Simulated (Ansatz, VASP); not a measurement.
One calculation of Al3Cl, two programs

```xyz
4
Lattice="2.8568 0.0000 0.0000 -1.4284 2.4740 0.0000 0.0000 0.0000 20.1014" Properties=species:S:1:pos:R:3 pbc="T T T"
Al    1.4284    0.8247    4.0000
Al    0.0000    1.6494    6.3007
Al    0.0000    0.0000    8.6014
Cl   -0.2381    0.4123   10.7256
```

Alike in both runs: functional PBE; k mesh 9 × 9 × 1; occupations gaussian, width 0.1 eV; no spin polarisation.

Ansatz relaxed the structure, and its values are those at the end. VASP's run is a single point on that final structure, the one shown.

```csv
,VASP,Ansatz
version,VASP 6.6.1,Ansatz 0.2.0
potentials or method,"VASP PAW PBE potentials, release 64 (Al, Cl)","scalar-relativistic, plane waves, PAW"
plane-wave cutoff (eV),520,420
valence electrons in the cell,16,16
```

Ansatz gave:

```
gap on the k mesh at the Fermi level (eV) : none
rms of the force components (eV/Å)        : 0.087
```

Estimate VASP's values.

gap on the k mesh at the Fermi level (eV): none; rms of the force components (eV/Å): 0.091.

A gap of «none» marks a metal or a gap that the smearing closes. The functional is the same, so the differences come from potentials, cutoffs and numerics.
